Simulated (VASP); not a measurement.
The system is Ni.

```xyz
1
Lattice="0.0000 1.7619 1.7619 1.7619 0.0000 1.7619 1.7619 1.7619 0.0000" Properties=species:S:1:pos:R:3 pbc="T T T"
Ni    0.0000    0.0000    0.0000
```

- Program: VASP 6.6.1
- Task: relaxation of cell and atoms
- Functional: LDA
- Potentials or basis: VASP PAW LDA potentials, release 64 (Ni)
- Cutoff: 350 eV
- k mesh: 10 × 10 × 10
- Occupations: gaussian, width 0.1 eV
- Spin: collinear spin, ferromagnetic start
- Starting moments: [0.8] μB

At the start: pressure -17.7 GPa; volume 10.94 Å³/atom.

Q: How do energy, volume and symmetry change on relaxing?

A: Over 10 steps the energy falls by 55.6 meV/atom and the volume is 10.02 Å³/atom (-8.4 %); space group Fm-3m (No. 225, to 0.05 Å); moment 0.65 μB per cell.

Step by step:
```
step  energy change (eV)  largest force (eV/Å)  pressure (GPa)  volume (Å³)
   1              0.0000                0.0000          -17.73        10.94
   2              0.0187                0.0000           29.48         9.13
   3             -0.0556                0.0000           -0.38        10.04
   4             -0.0556                0.0000           -0.17        10.02
   5             -0.0556                0.0000            0.29        10.00
   6             -0.0556                0.0000           -0.14        10.02
   7             -0.0556                0.0000            0.04        10.02
   8             -0.0556                0.0000           -0.05        10.02
   9             -0.0556                0.0000            0.15        10.02
  10             -0.0556                0.0000           -0.03        10.02
```

Final structure:
```xyz
1
Lattice="0.0000 1.7111 1.7111 1.7111 0.0000 1.7111 1.7111 1.7111 0.0000" Properties=species:S:1:pos:R:3 pbc="T T T"
Ni    0.0000    0.0000    0.0000
```
